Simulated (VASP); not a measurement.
## LiNbIn2: single point with PBE

Crystal: LiNbIn2.

```
In Li Nb
1.0
     4.91916   -0.12648   -0.29439
    -0.77418    3.32795    0.23355
    -0.02616   -0.00659    4.28399
In Li Nb
2 1 1
Direct
  0.05967 0.96623 0.98899
  0.59930 0.40069 0.74153
  0.54979 0.97205 0.30434
  0.08328 0.46913 0.48876
```

The cell was built by a generator and needn't be a form met in nature.

```
Program             : VASP 6.6.1
Task                : single point
Functional          : PBE
Potentials or basis : VASP PAW PBE potentials, release 64 (In_d, Li_sv, Nb_sv)
Cutoff              : 520 eV
k mesh              : 3 × 4 × 4
Occupations         : gaussian, width 0.1 eV
Spin                : no spin polarisation
```

The largest force is 1.470 eV/Å. The band gap on the k mesh is none (metal or under the smearing width).

Forces on the atoms (eV/Å):
```
In   0.097  0.188  0.719
In  -1.158  0.050  0.905
Li   0.496 -0.359 -0.649
Nb   0.566  0.121 -0.975
```

Levels at points of the mesh, in eV from the Fermi level:
| k point | band 17 | band 18 | band 19 | band 20 | band 21 | band 22 | band 23 | band 24 | band 25 | band 26 |
| --- | --- | --- | --- | --- | --- | --- | --- | --- | --- | --- |
| (0.00, 0.00, 0.00) | -4.53 | -2.76 | -1.62 | -0.48 | 0.39 | 0.95 | 1.14 | 1.21 | 3.66 | 4.56 |
| (0.00, 0.50, 0.00) | -5.71 | -3.46 | -2.51 | -1.71 | -0.96 | 0.45 | 1.56 | 3.12 | 3.37 | 4.53 |
| (0.00, 0.00, 0.50) | -5.83 | -3.23 | -2.56 | -0.67 | -0.22 | 0.05 | 0.97 | 1.59 | 3.49 | 5.20 |
| (0.00, 0.50, 0.50) | -5.12 | -3.39 | -2.38 | -1.43 | -0.94 | 0.11 | 1.06 | 1.44 | 3.38 | 3.50 |

It took 41 s on 1 thread of AMD EPYC 9R14 (Zen 4), with other jobs on the host, peak memory 0.18 GiB.

Caveat: the k mesh is coarse (spacing up to 0.47 Å⁻¹), so the values aren't converged.
